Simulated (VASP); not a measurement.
Data:

GaP is modelled in the cubic space group F-43m (No. 216), the zinc blende structure, Pearson symbol cF8. Lattice parameters: a = b = c = 5.5010 Å, α = β = γ = 90.00°. Ga on 4a sees 4 P at 2.382 Å (tetrahedral). P on 4d sees 4 Ga at 2.382 Å (tetrahedral). (Neighbours: up to the widest gap in distance over summed covalent radii, below 1.35, at either atom; cation-cation and far metal-metal contacts left out.)
(The calculation used a cell of 2 atoms; values per cell refer to that cell.)

These are PBE GGA, VASP's PBE PAW potentials (set 64) (plane waves; VASP 6.6.1) values and carry that method's errors. Settings: 480 eV cut-off, 8×8×8 Γ-centred mesh, Gaussian smearing of 0.050 eV, potentials Ga_d P.

Each relaxation starts from this cell; other phases were not tried.

**Question.** The cell is relaxed at 20 GPa. What happens?

**Answer.** The volume per atom goes from 20.81 to 17.48 Å³ (-16.0 %), and the cell becomes a = 5.1902 Å, b = 5.1902 Å, c = 5.1902 Å, α = 90.00°, β = 90.00°, γ = 90.00°, space group F-43m. The gap on the mesh goes from 1.59 to 1.30 eV.

**Question.** The cell is relaxed at 30 GPa. What happens?

**Answer.** The volume per atom goes from 20.81 to 16.50 Å³ (-20.7 %), and the cell becomes a = b = c = 5.092 Å, α = β = γ = 90.00°, space group F-43m. The gap on the mesh goes from 1.59 to 1.14 eV.

Failed runs are left out, and for metals the shear rows, which the mesh's noise covers.

The compound is GaP in the zinc blende structure.
